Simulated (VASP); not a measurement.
Here is the system:

```xyz
3
Lattice="3.1149 0.0000 0.0000 -1.5574 2.6976 0.0000 0.0000 0.0000 4.9393" Properties=species:S:1:pos:R:3 pbc="T T T"
Ta     0.0000     1.7984     1.2541
Ta     1.5574     0.8992     3.6852
C      0.0000     0.0000     0.0000
```

The numbers are results of LDA (Ceperley-Alder, Perdew-Zunger), VASP's LDA PAW potentials (set 64) (plane waves; VASP), not measurements. Run with 400 eV cut-off, 12×12×7 Γ-centred mesh, Gaussian smearing of 0.20 eV, potentials Ta_pv C.

At this cut-off the stress carries a Pulay error, which pulls relaxed volumes low. Unless said otherwise, spin-orbit coupling is left out, though it shifts the bands of the heavy elements here.

### Question
What does the run give for the energy per atom (σ→0), pressure, largest force, band gap (on the k-mesh) with the smallest direct gap where there is one?

### Answer

* **band gap (on the k-mesh)**: none (metal, semimetal or under 0.01 eV)
* **energy per atom (σ→0)**: -12.552 eV/atom
* **pressure**: -9.33 GPa
* **largest force**: 0.368 eV/Å

The structure comes from a computed database's Ta2C entry (P-3m1); how it stands against other phases isn't given here. The cell was not relaxed at this level.
